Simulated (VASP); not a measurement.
# TaV under changes of volume

One of the cells (16.419 Å³/atom); the others are scaled copies at fixed shape and fractional positions:

```
Ta V
1.0
     1.61734   -2.32306    0.00000
     1.61734    2.32306    0.00000
     0.00000    0.00000    4.37011
Ta V
1 1
Direct
  0.00000 0.00000 0.00000
  0.50000 0.50000 0.50000
```

The cell comes from a database or a generator and needn't be the stable form of this composition.

- Program: VASP 6.6.1
- Functional: PBE
- Potentials or basis: VASP PAW PBE potentials, release 64 (Ta_pv, V_sv)
- Cutoff: 520 eV
- k mesh: 10 × 10 × 6
- Occupations: fermi-dirac, width 0.05 eV
- Spin: collinear spin, ferromagnetic start
- Starting moments: [0.0, 2.0] μB

```csv
volume (Å³/atom),energy over the lowest point (meV/atom),pressure (GPa)
15.132,34.47,12.9
15.453,13.27,8.3
15.775,0.98,4.0
16.419,0.00,-3.4
16.741,?,?
17.063,26.01,-9.5
```

Problem. What does the run at 16.741 Å³/atom give?

Solution. Energy over the lowest point 9.94 meV/atom; pressure -6.6 GPa.

Worked out: A Birch-Murnaghan fit of order 3 (a polynomial in V^(-2/3)) to the other rows has its minimum at 16.11 Å³/atom with B0 = V·E''(V) = 183 GPa and B' = 3.8 at fixed shape and positions, which overstates the stiffness. It gives 9.95 meV/atom at 16.741 Å³/atom, against the run's 9.94, and -dE/dV = -6.5 GPa, against -6.6.

Energies are extrapolated to zero smearing.
